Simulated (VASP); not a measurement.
Data:

```yaml
crystal:
  lattice:
    - [0.00000, 2.96000, 2.96000]
    - [2.96000, 0.00000, 2.96000]
    - [2.96000, 2.96000, 0.00000]
  atoms:
    - { symbol: Ca, position: [0.00000, 0.00000, 0.00000] }
    - { symbol: Se, position: [0.50000, 0.50000, 0.50000] }
```

Computed with PBE GGA, VASP's PBE PAW potentials (set 64) (plane waves; VASP). Numerical set-up: 300 eV cut-off, 5×5×5 Γ-centred mesh, Fermi-Dirac smearing of 0.020 eV, potentials Ca_sv Se.

Problem. Give the energies of bands 6 to 11 at the high-symmetry points, in eV from the valence-band maximum.

Solution. 
```
band     Γ      X      U      L      W
----  ----  -----  -----  -----  -----
6     0.00  -2.52  -2.25  -3.27  -1.98
7     0.00  -0.93  -2.04  -1.19  -1.98
8     0.00  -0.93  -1.11  -1.19  -1.67
9     3.33   2.03   3.27   4.51   4.40
10    3.70   5.03   5.67   5.47   4.40
11    3.70   5.04   5.71   5.50   5.24
```

The gap is indirect, 2.03 eV, from the valence maximum at Γ to the conduction minimum at X.

The structure is a typed CaSe crystal (Fm-3m). The cell was not relaxed at this level.
